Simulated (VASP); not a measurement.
CoSi:

```
Co Si
1.0
     4.43800    0.00000    0.00000
     0.00000    4.43800    0.00000
     0.00000    0.00000    4.43800
Co Si
4 4
Direct
  0.14000 0.14000 0.14000
  0.36000 0.86000 0.64000
  0.64000 0.36000 0.86000
  0.86000 0.64000 0.36000
  0.84300 0.84300 0.84300
  0.65700 0.15700 0.34300
  0.34300 0.65700 0.15700
  0.15700 0.34300 0.65700
```

| Quantity | Value |
| --- | --- |
| Program | VASP 6.6.1 |
| Task | relaxation of cell and atoms |
| Functional | PBEsol |
| Potentials or basis | VASP PAW PBE potentials, release 64 (Co, Si) |
| Cutoff | 600 eV |
| k mesh | 8 × 8 × 8 |
| Occupations | methfessel-paxton, width 0.1 eV |
| Spin | no spin polarisation |

At the start: pressure -7.1 GPa; volume 10.93 Å³/atom.

Problem. Where does the relaxation end?

Solution. Over 10 steps the energy falls by 11.6 meV/atom and the volume is 10.55 Å³/atom (-3.4 %); space group P2_13 (No. 198, to 0.05 Å).

The path:
```
step  energy change (eV)  largest force (eV/Å)  pressure (GPa)  volume (Å³)
   1              0.0000                0.2447           -7.07        87.41
   2              0.0241                0.4059           10.31        81.45
   3             -0.0678                0.3234            0.34        84.58
   4             -0.0830                0.2030            0.37        84.49
   5             -0.0926                0.0482            0.38        84.35
   6             -0.0927                0.0492            0.25        84.33
   7             -0.0928                0.0049           -0.51        84.57
   8             -0.0929                0.0252           -0.23        84.46
   9             -0.0930                0.0127            0.03        84.38
  10             -0.0930                0.0016           -0.01        84.41
```

Final structure:
```yaml
crystal:
  lattice:
    - [4.38658, 0.00000, 0.00000]
    - [0.00000, 4.38658, 0.00000]
    - [0.00000, 0.00000, 4.38658]
  atoms:
    - { symbol: Co, position: [0.14575, 0.14575, 0.14575] }
    - { symbol: Co, position: [0.35425, 0.85425, 0.64575] }
    - { symbol: Co, position: [0.64575, 0.35425, 0.85425] }
    - { symbol: Co, position: [0.85425, 0.64575, 0.35425] }
    - { symbol: Si, position: [0.84333, 0.84333, 0.84333] }
    - { symbol: Si, position: [0.65667, 0.15667, 0.34333] }
    - { symbol: Si, position: [0.34333, 0.65667, 0.15667] }
    - { symbol: Si, position: [0.15667, 0.34333, 0.65667] }
```

Caveat: the PAW data sets were made with another functional, which shifts forces and pressure a little.
